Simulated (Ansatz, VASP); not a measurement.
# SnTeSe (1T-SnSeTe, 1 layer) in two plane-wave programs

Wanted: the spread between two codes on one cell, functional and k mesh. Of the first pair: The structure shown is the start of the Ansatz relaxation below; VASP solves that cell, so the two are compared at the walk's first step.

Program: Ansatz 0.2.0. Level of theory: plane waves, with VASP 6.6.1 beside it; single point at PBE. Results are calculated unless marked as measured.

**1. The starting structure**

The cell holds 3 atoms: 1 Te, 1 Sn and 1 Se. Cell: a = 3.827 Å, b = 3.827 Å, c = 17.571 Å, α = 90.0°, β = 90.0°, γ = 120.0°. Vacuum lies along c.

**2. Ansatz: relaxation, PBE**

Ansatz runs on its default PAW (the set named soft_2) files.

The two programs are compared at the cell with which this relaxation starts, whose forces are those of its first step.

input.yaml reads:

```yaml
crystal:
  lattice:
    - [3.8272765, 0.0, 0.0]
    - [-1.91363825, 3.3145186763, 0.0]
    - [0.0, 0.0, 17.570587823]
  atoms:
    - { symbol: Te, position: [0.6666666667, 0.3333333333, 0.426849692] }
    - { symbol: Sn, position: [0.0, 0.0, 0.5102061829] }
    - { symbol: Se, position: [0.3333333333, 0.6666666667, 0.573150308] }
kpoints:
  mp_grid: { grid: [12, 12, 1] }
hamiltonian:
  xc: pbe
scf:
  occupations: { method: fermi_dirac, width: 0.05 }
  convergence: { dr2_threshold: 1.0e-08 }
efield:
  axis: 3
  dipole_correction: true
  ramp_position: 0.97
  ramp_width: 0.04
relax:
  f_tol: 0.01
  cell: { fix: [c, alpha, beta] }
output:
  write_potential: true
  write_density: true
  volumetric_format: npy
```

Started as:

```sh
$ ansatz run input.yaml --threads 2 --pin off --max-ram 4096MiB --backend cpu --events-out ev --progress --plain --runs-dir out
```

Numbers of over 12 decimals in the logs are rounded to 6 here.

The program printed:

```text
Warning: relax.cell: scf.convergence.dr2_threshold = 1e-8 eV is looser than the 3e-10 eV advised for a relaxation that steers and ends on the stress (1e-10 eV for each atom of the cell: 3). What an SCF threshold leaves in a stress goes as its square root, and in the free energy as the threshold itself, and one threshold admits the most on a small cell: [figures from the program's tests cut] Set scf.convergence.dr2_threshold to 3e-10 eV or tighter. The threshold is an SCF's pass mark: one that does not reach it within its budget of iterations ends unconverged, or closes short of it on a stop that the run arms, and scf.convergence.dr2_threshold's page says what that costs each kind of run
Engine: ansatz 0.2.0, aarch64-unknown-linux-gnu
Pseudopotentials: kind: paw
Pseudopotential: Te, paw, valence charge 16, recommended cutoff 420 eV (normal), Te.paw.azcp
Pseudopotential: Sn, paw, valence charge 14, recommended cutoff 420 eV (normal), Sn.paw.azcp
Pseudopotential: Se, paw, valence charge 16, recommended cutoff 420 eV (normal), Se.paw.azcp
Functional definition: PBE
  parameter kappa = 0.804
  parameter beta = 0.066725
  exchange = pbe_x(kappa = kappa, mu = beta*pi^2/3)
  correlation = pbe_c(beta = beta)
Crystal: 3 atoms, lattice volume = 222.893 Å³
Basis set: ecut = 420 eV, 4343 PW (Γ), exchange–correlation on 54×54×240 points (8 copies of the dense FFT grid, shifted against one another)
Bands: 28, of which v1, the nominal top of the filled ones, is band 23 counted from 1 (22 counted from 0)
Symmetry: 6 space group operations
Space group: P3m1 (ITA 156), of the structure as read, at distance tolerance 6.1e-5 Å
k-points: 19 of 144 (time reversal used)
Non-local potential: Te, projectors of the file, l = 0: 2, l = 1: 2, l = 2: 2, l = 3: 2
Non-local potential: Sn, projectors of the file, l = 0: 2, l = 1: 2, l = 2: 2, l = 3: 2
Non-local potential: Se, projectors of the file, l = 0: 2, l = 1: 2, l = 2: 3, l = 3: 1
PAW form: soft (Blöchl's): semilocal exchange-correlation on the pseudo side does not see the compensation charge
PAW one-centre angular grid: Te, 590 points (default); XC on 64 Gauss nodes
PAW one-centre angular grid: Sn, 590 points (default); XC on 64 Gauss nodes
PAW one-centre angular grid: Se, 590 points (default); XC on 64 Gauss nodes
Initial density: superposition of atomic densities (neutral atoms: chi_scale 0, normalization atom), corrected by the library's trained network
Initial wavefunctions: pseudopotential atomic-orbital guess
Functional: x = pbe(κ = 0.804, μ = 0.219515), c = pbe(β = 0.066725)
SCF iter   1: F=—  HF=-18471.295167 eV  |F-HF|=—  |Δ(HF+E_count)|=         —  Δρ=1.80e-3  dr2=1.53e-2  ethr=1.77e-3  p=-0.001 e·Å  D=-4.18e-4 V/Å  ΔV_dip=0.01 eV  dr2_dipole=1.50e-3  V_vac-E_F(+/−)=5.14/5.13 eV  ⟨swp⟩=10.2  Hψ=3048  notcnv=0
efield: sawtooth ramp at fractional position 0.9700 (set: `efield.ramp_position`, or a place that a band, a saddle search or an elastic batch's reference lends), width 0.0400; the density the first Hamiltonian is built on has a dipole p = -0.001 e·Å; the dipole correction subtracts the counter field D = -4.18e-4 V/Å, which shifts the + side's vacuum level by +0.01 eV against the − side's; the planar-averaged density in the ramp window peaks in size at 1.8e-5 e/Å³
preconditioner: auto → Resta (q_TF=auto, 2.097 Å⁻¹)  ε∞=1.9  [insulator: Δε(μ)=0.757 eV  Ē_g=10.299 eV  σ=0.050 eV  W_gap=1.00  n_scr=40 (ndim 8)  ℏωp=9.9 eV  f_vac=0.651  D(μ)=0.00/eV (n_scr^D=0)  ε∞_Penn≈1.9  vacuum switching on, ρ_ref=7.7e-3 e/Å³]
SCF iter   2: F=—  HF=-18471.297008 eV  |F-HF|=—  |Δ(HF+E_count)|=   1.84e-3  Δρ=1.22e-3  dr2=1.76e-2  ethr=3.33e-5  p=0.014 e·Å  D=1.11e-2 V/Å  ΔV_dip=-0.20 eV  dr2_dipole=5.68e-3  V_vac-E_F(+/−)=5.10/5.29 eV  ⟨swp⟩=3.4  Hψ=1185  notcnv=0  defer=10
SCF iter   3: F=—  HF=-18471.294762 eV  |F-HF|=—  |Δ(HF+E_count)|=   2.25e-3  Δρ=6.87e-4  dr2=2.05e-3  ethr=3.33e-5  p=-0.005 e·Å  D=-3.80e-3 V/Å  ΔV_dip=0.07 eV  dr2_dipole=2.68e-4  V_vac-E_F(+/−)=5.24/5.17 eV  ⟨swp⟩=2.6  Hψ=719  notcnv=0  defer=10
SCF iter   4: F=—  HF=-18471.295192 eV  |F-HF|=—  |Δ(HF+E_count)|=   4.30e-4  Δρ=2.43e-4  dr2=3.36e-4  ethr=4.45e-6  p=-0.004 e·Å  D=-3.65e-3 V/Å  ΔV_dip=0.06 eV  dr2_dipole=7.33e-6  V_vac-E_F(+/−)=5.25/5.19 eV  ⟨swp⟩=2.8  Hψ=849  notcnv=0  defer=10
SCF iter   5: F=—  HF=-18471.295215 eV  |F-HF|=—  |Δ(HF+E_count)|=   2.26e-5  Δρ=1.02e-4  dr2=6.06e-5  ethr=7.29e-7  p=-0.005 e·Å  D=-4.41e-3 V/Å  ΔV_dip=0.08 eV  dr2_dipole=5.16e-6  V_vac-E_F(+/−)=5.28/5.20 eV  ⟨swp⟩=2.0  Hψ=662  notcnv=0  defer=10
[...]
Initial wavefunctions: pseudopotential atomic-orbital guess (no wavefunctions were taken with the density)
iter 1 solved again at ethr=1.71e-6 eV; its pass at ethr=3.10e-3 eV (dr2=7.84e-4 eV) is discarded
SCF iter   1: F=—  HF=-18473.765071 eV  |F-HF|=—  |Δ(HF+E_count)|=         —  Δρ=4.11e-4  dr2=1.30e-5  ethr=1.71e-6  p=-0.028 e·Å  D=-2.10e-2 V/Å  ΔV_dip=0.37 eV  dr2_dipole=1.02e-7  V_vac-E_F(+/−)=5.41/5.04 eV  ⟨swp⟩=3.0  Hψ=3923  notcnv=0
efield: sawtooth ramp at fractional position 0.9700 (set: `efield.ramp_position`, or a place that a band, a saddle search or an elastic batch's reference lends), width 0.0400; the density the first Hamiltonian is built on has a dipole p = -0.028 e·Å; the dipole correction subtracts the counter field D = -2.10e-2 V/Å, which shifts the + side's vacuum level by +0.37 eV against the − side's; the planar-averaged density in the ramp window peaks in size at 6.7e-6 e/Å³
preconditioner: auto → LDOS  [metal: Δε(μ)=0.032 eV  Ē_g=8.802 eV  σ=0.050 eV  W_gap=0.16  n_scr=40 (ndim 8)  ℏωp=9.5 eV  f_vac=0.611  D(μ)=1.22/eV (n_scr^D=4)  β→1.0]
SCF iter   2: F=—  HF=-18473.777945 eV  |F-HF|=—  |Δ(HF+E_count)|=   1.29e-2  Δρ=2.66e-5  dr2=5.67e-6  ethr=2.82e-8  p=-0.029 e·Å  D=-2.13e-2 V/Å  ΔV_dip=0.38 eV  dr2_dipole=3.39e-7  V_vac-E_F(+/−)=5.42/5.05 eV  ⟨swp⟩=4.2  Hψ=1351  notcnv=0
SCF iter   3: F=—  HF=-18473.777905 eV  |F-HF|=—  |Δ(HF+E_count)|=   3.95e-5  Δρ=1.81e-5  dr2=5.79e-7  ethr=1.23e-8  p=-0.028 e·Å  D=-2.11e-2 V/Å  ΔV_dip=0.37 eV  dr2_dipole=4.72e-9  V_vac-E_F(+/−)=5.41/5.04 eV  ⟨swp⟩=2.1  Hψ=824  notcnv=0
SCF iter   4: F=—  HF=-18473.777953 eV  |F-HF|=—  |Δ(HF+E_count)|=   4.75e-5  Δρ=5.52e-6  dr2=1.38e-7  ethr=1.26e-9  p=-0.028 e·Å  D=-2.10e-2 V/Å  ΔV_dip=0.37 eV  dr2_dipole=6.44e-9  V_vac-E_F(+/−)=5.41/5.04 eV  ⟨swp⟩=2.2  Hψ=975  notcnv=0
SCF iter   5: F=—  HF=-18473.777954 eV  |F-HF|=—  |Δ(HF+E_count)|=   1.13e-6  Δρ=1.29e-6  dr2=1.14e-8  ethr=3.00e-10  p=-0.028 e·Å  D=-2.10e-2 V/Å  ΔV_dip=0.37 eV  dr2_dipole=9.03e-10  V_vac-E_F(+/−)=5.41/5.04 eV  ⟨swp⟩=2.0  Hψ=971  notcnv=0
SCF iter   6: F=-18473.777954 eV  HF=-18473.777954 eV  |F-HF|=4.63e-8  |Δ(HF+E_count)|=   8.32e-9  Δρ=3.53e-7  dr2=2.86e-10  ethr=2.17e-11  p=-0.028 e·Å  D=-2.10e-2 V/Å  ΔV_dip=0.37 eV  dr2_dipole=3.24e-12  V_vac-E_F(+/−)=5.41/5.04 eV  ⟨swp⟩=11.1  Hψ=3419  notcnv=0
SCF 9 converged in 6 iterations: F = -18473.777954 eV  dr2 = 2.86e-10
relax step   9: F+E_penalty+E_count = -18473.77795417 eV  Δ(F+E_penalty+E_count) = -1.486e-3 eV  max|allowed force component| = 1.672e-3 eV/Å  Δτ_max = 0.0000 Å  P = -0.017 GPa  Ω = 242.664 Å³  fix = [c, alpha, beta]  reactions: c -0.002 GPa  stress off target by 2.47e-2 GPa on what of the cell is left free  SCF on the basis re-selected at this cell (its energy is not comparable with the rows above)  (6 SCF iters)
basis re-selected at this cell: Δ(F+E_penalty+E_count) = -1.486e-3 eV, ΔP = -0.010 GPa vs the last step (what re-selecting the basis moved, of the pressure what is left beyond the Pulay correction that the steps carried, after the strain that the cell walked since its last selection, with what the two solves' SCF thresholds leave and, on support functions, any second-order correction that the steps lacked; it is no m [...]
WARN: The output density's exchange-correlation potential varies sharply where the density is thin. Do not read a vacuum level from v_tot or v_xc, or from such a field of the output density. On a cell that repeats whose density bears no net charge and no dipole along the vacuum's axis use v_es (v_loc + v_h of the components); under efield.dipole_correction with no amplitude use v_es + v_field, which holds any externa [...]
SCF converged after 6 iterations
Free energy (F): -18473.777954 eV
Harris-Foulkes:  -18473.777954 eV  (|F-HF|=4.63e-8)
Internal energy: -18473.768274 eV  (E = F + TS)
E sigma→0 (E₀):  -18473.773114 eV
Entropy (-TS):   -0.009680 eV (-3.227 meV/atom)
Fermi energy:    -0.271998 eV
Dipole field:    D = -0.020995 V/Å  (p = -0.028155 e·Å, saw-weighted, corrected)
Work function:   Φ+ = 5.4111 eV   Φ− = 5.0422 eV
Levels:          The Fermi level and band energies are counted from a zero that moves with the ramp; work functions are not
--- Per-component energies (eV) ---
  E_band       = -1146.760306
  E_kinetic    = 484.390645
  E_local      = -24724.914481  (includes V_loc(G=0)·N_el)
  E_nonlocal   = -937.064553
  E_hartree    = 12424.308174
  E_xc         = -608.849180
  E_vxc        = -295.678889  (∫ρ·V_xc dr)
  E_paw        = -10713.773816  (= ΣΔE_a)
  E_vpaw       = -522.333877  (= ΣTr[D̂ρ^β])
  E_aug_tail   = -0.000777  (compensation charges beyond the density's cutoff)
  E_efield     = 0.000296  (sawtooth field / dipole correction)
  E_vefield    = 0.224080  (∫n·V_field dr)
  E_ewald      = 5602.135419
  E_smearing   = -0.009680  (= −TS)
  E_closure    = 0.000000  (closes the sum)
  Σ components = -18473.777954   (vs F -18473.777954, Δ=0.00e0)
--- Forces (eV/Å), atoms counted from 1 ---
  atom   1  Te     0.00000000    -0.00000000     0.00149029
  atom   2  Sn     0.00000000     0.00000000    -0.00167320
  atom   3  Se     0.00000000    -0.00000000     0.00017937
  max |Σ_I F_I| component: 3.55e-6 eV/Å
--- Stress (GPa, compression-positive) ---
       -0.024676       0.000000       0.000000
        0.000000      -0.024676      -0.000000
        0.000000      -0.000000      -0.001670
  P = ⅓ Tr σ = -0.0170 GPa (-0.170 kbar)
--- Band table (eV; the first three rows and the last of 19) ---
  k-point 0: bands = [... 19 lower, -1.4525, -1.4525, -0.2043, -0.2043, 0.3714, 2.4339, 3.2941, 3.2941, ... 1 higher]
  k-point 1: bands = [... 19 lower, -1.8800, -1.5848, -0.7425, -0.2470, 0.7653, 2.7432, 3.2728, 3.4436, ... 1 higher]
  k-point 2: bands = [... 19 lower, -1.8985, -1.8938, -1.5502, -0.3722, 1.0252, 2.7118, 3.7880, 3.9306, ... 1 higher]
  k-point 18: bands = [... 19 lower, -4.0465, -3.8497, -1.7032, -1.4375, 0.4864, 3.6330, 4.1714, 4.8737, ... 1 higher]
--- Relaxed structure (8 steps of the walk, 8 accepted, 1 SCFs on fresh bases) ---
  F+E_penalty+E_count = -18473.77795417 eV   max|allowed force component| = 1.672e-3 eV/Å   (the final SCF, on the basis selected at the relaxed cell)
  cell:  # Å, volume = 242.6645 Å³
    - [3.993417, -1.2296851257120438e-17, 0]
    - [-1.996708, 3.458400, 0]
    - [0, 0, 17.570587823]
  atoms:
    - { symbol: Te, position: [0.666667, 0.333333, 0.403937] }
    - { symbol: Sn, position: [-2.5142242246866427e-19, 0, 0.508726] }
    - { symbol: Se, position: [0.333333, 0.666667, 0.597543] }
```

**3. VASP: single point, PBE, start cell, pair 1**

The same cell, functional, mesh and smearing now go to VASP, with its own data sets.

Lines of VASP's logs that name or quote its potential files are left out, and so is its time.

INCAR reads:

```
SYSTEM = SnTeSe
PREC = Accurate
ENCUT = 400
EDIFF = 1E-06
NELM = 120
ISMEAR = -1
SIGMA = 0.05
LREAL = .FALSE.
ALGO = Normal
GGA = PE
NBANDS = 19
LORBIT = 11
LWAVE = .FALSE.
LCHARG = .FALSE.
ISIF = 2
LDIPOL = .TRUE.
IDIPOL = 3
DIPOL = 0.5 0.5 0.504
LVHAR = .TRUE.
LASPH = .TRUE.
GGA_COMPAT = .FALSE.
NELMDL = -8
```

POSCAR reads:

```
SnTeSe
1.0
    3.8272760000      0.0000000000      0.0000000000
   -1.9136380000      3.3145190000      0.0000000000
    0.0000000000      0.0000000000     17.5705880000
Te Sn Se
1 1 1
Direct
    0.6666667170      0.3333334339      0.4268496877
    0.0000000000      0.0000000000      0.5102062037
    0.3333332830      0.6666665661      0.5731503123
```

KPOINTS reads:

```
Automatic mesh
0
Gamma
12 12 1
0 0 0
```

The projector-augmented-wave data sets are Te, Sn_d and Se (PBE family, release 64).

Started as:

```sh
$ mpirun -np 1 vasp_std
```

The program printed:

```text
[banner, memory and clock lines left out]
running    1 mpi-ranks, on    1 nodes
 distrk:  each k-point on    1 cores,    1 groups
 distr:  one band on    1 cores,    1 groups

 POSCAR found type information on POSCAR TeSnSe
 POSCAR found :  3 types and       3 ions
 LDA part: xc-table for (Slater+PW92), standard interpolation
 POSCAR, INCAR and KPOINTS ok, starting setup
 FFT: planning ... GRIDC
 FFT: planning ... GRID_SOFT
 FFT: planning ... GRID
 WAVECAR not read
 entering main loop
       N       E                     dE             d eps       ncg     rms          rms(c)
DAV:   1     0.169616715398E+03    0.16962E+03   -0.10162E+04   826   0.951E+02
DAV:   2     0.824932352427E+01   -0.16137E+03   -0.15710E+03   898   0.230E+02
DAV:   3    -0.834950152856E+01   -0.16599E+02   -0.16513E+02   916   0.916E+01
DAV:   4    -0.884758565139E+01   -0.49808E+00   -0.49748E+00  1017   0.172E+01
DAV:   5    -0.886006934875E+01   -0.12484E-01   -0.12483E-01  1102   0.248E+00
DAV:   6    -0.886026095745E+01   -0.19161E-03   -0.19161E-03  1040   0.246E-01
DAV:   7    -0.886026683255E+01   -0.58751E-05   -0.58753E-05  1111   0.439E-02
DAV:   8    -0.886026692674E+01   -0.94191E-07   -0.94226E-07   885   0.544E-03    0.948E+00
DAV:   9    -0.857433375939E+01    0.28593E+00   -0.41083E-01  1008   0.733E+00    0.601E+00
DAV:  10    -0.852276388476E+01    0.51570E-01   -0.41290E-01   968   0.485E+00    0.654E-01
DAV:  11    -0.851228458004E+01    0.10479E-01   -0.66186E-02   859   0.291E+00    0.375E-01
DAV:  12    -0.851273823302E+01   -0.45365E-03   -0.42547E-03   815   0.402E-01    0.232E-01
DAV:  13    -0.851274646703E+01   -0.82340E-05   -0.83485E-04  1082   0.381E-01    0.103E-01
DAV:  14    -0.851279277535E+01   -0.46308E-04   -0.19507E-04   830   0.925E-02    0.325E-02
DAV:  15    -0.851281260869E+01   -0.19833E-04   -0.16920E-05  1023   0.307E-02    0.246E-02
DAV:  16    -0.851283121899E+01   -0.18610E-04   -0.54649E-06   798   0.213E-02    0.720E-03
DAV:  17    -0.851285566763E+01   -0.24449E-04   -0.10063E-05   862   0.213E-02    0.914E-03
DAV:  18    -0.851287983896E+01   -0.24171E-04   -0.42316E-06   705   0.108E-02    0.242E-03
DAV:  19    -0.851288890791E+01   -0.90690E-05   -0.13927E-06   761   0.442E-03    0.264E-03
DAV:  20    -0.851289776179E+01   -0.88539E-05   -0.22629E-07   795   0.255E-03    0.988E-04
DAV:  21    -0.851290303422E+01   -0.52724E-05   -0.75534E-08   761   0.198E-03    0.507E-04
DAV:  22    -0.851290711083E+01   -0.40766E-05   -0.69065E-08   720   0.194E-03    0.574E-04
DAV:  23    -0.851290856346E+01   -0.14526E-05   -0.23923E-08   744   0.887E-04    0.354E-04
DAV:  24    -0.851290941698E+01   -0.85352E-06   -0.17137E-08   676   0.477E-04
   1 F= -.85129094E+01 E0= -.85128762E+01  d E =-.663979E-04
```

OUTCAR, selected parts (step 3):

```text
ion  position               nearest neighbor table
   1  0.667  0.333  0.427-   2 2.65   2 2.65   2 2.65
   2  0.000  0.000  0.510-   3 2.47   3 2.47   3 2.47   1 2.65   1 2.65   1 2.65
   3  0.333  0.667  0.573-   2 2.47   2 2.47   2 2.47

  LATTYP: Found a hexagonal cell.
 ALAT       =     3.8272760000
 C/A-ratio  =     4.5908860505

 Subroutine GETGRP returns: Found  6 space group operations
 (whereof  6 operations were pure point group operations)

The static configuration has the point symmetry C_3v.

 Found     19 irreducible k-points:

   k-points           NKPTS =     19   k-points in BZ     NKDIM =     19   number of bands    NBANDS=     19

   dimension x,y,z NGX =    28 NGY =   28 NGZ =  120
   dimension x,y,z NGXF=    56 NGYF=   56 NGZF=  240

   ENCUT  =  400.0 eV  29.40 Ry    5.42 a.u.   6.24  6.24 28.65*2*pi/ulx,y,z

   NELECT =      26.0000    total number of electrons

 k-points in reciprocal lattice and weights: Automatic mesh
   0.00000000  0.00000000  0.00000000       0.007
   0.08333333  0.00000000  0.00000000       0.042
   0.16666667  0.00000000  0.00000000       0.042
   0.25000000  0.00000000  0.00000000       0.042
   0.33333333 -0.00000000  0.00000000       0.042
   0.41666667  0.00000000  0.00000000       0.042
   0.50000000  0.00000000  0.00000000       0.021
   0.08333333  0.08333333  0.00000000       0.042
   0.16666667  0.08333333  0.00000000       0.083
[...]
0.33333333  0.25000000  0.00000000       0.083
   0.33333333  0.33333333  0.00000000       0.014

 dipolmoment           0.000000      0.000000      0.004986 electrons x Angstroem

 average (electrostatic) potential at core
       1 -94.9701       2-108.7228       3 -59.4570

 E-fermi :  -1.1014

 k-point     1 :       0.0000    0.0000    0.0000
  band No.  band energies     occupation
    ...
      9      -3.6213      2.00000
     10      -3.6213      2.00000
     11      -2.2829      2.00000
     12      -1.7529      2.00000
     13      -1.7529      2.00000
     14      -0.3754      0.00000
     15       1.4652      0.00000
     16       2.5193      0.00000
     17       2.5193      0.00000
     18       3.5179      0.00000
    ...

 k-point     2 :       0.0833    0.0000    0.0000
  band No.  band energies     occupation
    ...
      9      -4.2797      2.00000
     10      -3.8738      2.00000
     11      -2.4101      2.00000
     12      -1.9741      2.00000
     13      -1.6401      1.99996
     14       0.1077      0.00000
     15       1.8454      0.00000
     16       2.5437      0.00000
     17       2.7059      0.00000
     18       3.6812      0.00000
    ...

 k-point     3 :       0.1667    0.0000    0.0000
  band No.  band energies     occupation
    ...
      9      -5.1855      2.00000
     10      -4.3978      2.00000
     11      -3.1580      2.00000
     12      -1.9913      2.00000
     13      -1.5136      1.99948
     14       0.6266      0.00000
     15       1.8720      0.00000
     16       3.2675      0.00000
     17       3.4755      0.00000
     18       3.8265      0.00000
    ...

  Total       15.0056299     15.0056368     13.4351733     -0.0000000     -0.0000000      0.0000000
  in kB      107.8619389    107.8619882     96.5733427     -0.0000000     -0.0000000      0.0000000
  external PRESSURE =     104.0990899 kB  Pullay stress =       0.0000000 kB

  energy-cutoff  :      400.00
  volume of cell :      222.89
      direct lattice vectors                 reciprocal lattice vectors
     3.827276000  0.000000000  0.000000000     0.261282437  0.150851451  0.000000000
    -1.913638000  3.314519000  0.000000000     0.000000000  0.301702902  0.000000000
     0.000000000  0.000000000 17.570588000     0.000000000  0.000000000  0.056913292

 POSITION                                       TOTAL-FORCE (eV/Angst)
 -----------------------------------------------------------------------------------
      1.91364      1.10484      7.50000         0.000000      0.000000     -5.075973
      0.00000      0.00000      8.96462        -0.000000      0.000000     -0.374830
     -0.00000      2.20968     10.07059         0.000000      0.000000      5.450803
 -----------------------------------------------------------------------------------
    total drift:                                0.000000      0.000015      0.000330

  FREE ENERGIE OF THE ION-ELECTRON SYSTEM (eV)
  ---------------------------------------------------
  free  energy   TOTEN  =        -8.5129094170 eV

  energy  without entropy=       -8.5128430191  energy(sigma->0) =       -8.51287622

 vacuum level on the upper side and lower side of the slab         4.180         4.109

 total charge
# of ion       s       p       d       tot
------------------------------------------
    1        1.392   2.155   0.051   3.598
    2        1.059   1.359  10.242  12.659
    3        1.474   2.505   0.051   4.030
--------------------------------------------------
tot          3.925   6.019  10.343  20.288

[... 3 further parts left out ...]
```

(Part 1 of 2 ends here.)

[Lines on the potential files, build, host, timing and source positions are cut from VASP's logs without a mark.]

[Logs are printed without paths, hosts, clocks, repeated set-up lines and the standing remarks that a program may print on its own settings, such as how far it seeks lower states.]

[Hosts, paths, dates, database ids (printed as entryN), source tags and the programs' standing remarks are cut or masked in the printed files.]
